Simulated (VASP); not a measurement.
Calculation: r2SCAN meta-GGA, VASP's PBE PAW potentials (set 64) (plane waves; VASP).

Input for VASP

### POSCAR
```
Ni3Si
1.0
  3.4660034384   0.0000000000   0.0000000000
  0.0000000000   3.4660034384   0.0000000000
  0.0000000000   0.0000000000   3.4660034384
Si Ni
1 3
Cart
  0.0000000000   0.0000000000   0.0000000000
  0.0000000000   1.7330017192   1.7330017192
  1.7330017192   0.0000000000   1.7330017192
  1.7330017192   1.7330017192   0.0000000000
```

**INCAR**
```
SYSTEM = Ni3Si
PREC = Normal
ENCUT = 400
EDIFF = 1E-5
NELM = 100
ALGO = Normal
LREAL = .FALSE.
LASPH = .TRUE.
ISMEAR = 1
SIGMA = 0.1
METAGGA = R2SCAN
LMIXTAU = .TRUE.
LMAXMIX = 4
LWAVE = .FALSE.
LCHARG = .FALSE.
NELMIN = 4
IBRION = 2
ISIF = 2
NSW = 20
EDIFFG = -0.03
```

### KPOINTS
```
kpoints
0
gamma
12 12 12
0 0 0
```

POTCAR, in this order: Si Ni (PBE.64 set). Program: vasp_std.

### Question
What will the output report for the number of irreducible k-points (NKPTS), largest plane-wave count, number of space-group operations, FFT grid (NGX, NGY, NGZ)?

### Answer

- number of irreducible k-points (NKPTS) = 84
- largest plane-wave count = 772
- number of space-group operations = 48
- FFT grid (NGX, NGY, NGZ) = 18 × 18 × 18

The compound is Ni3Si in the L1_2 structure. It was relaxed first. The run is not spin-polarised, so no magnetic state was tried.
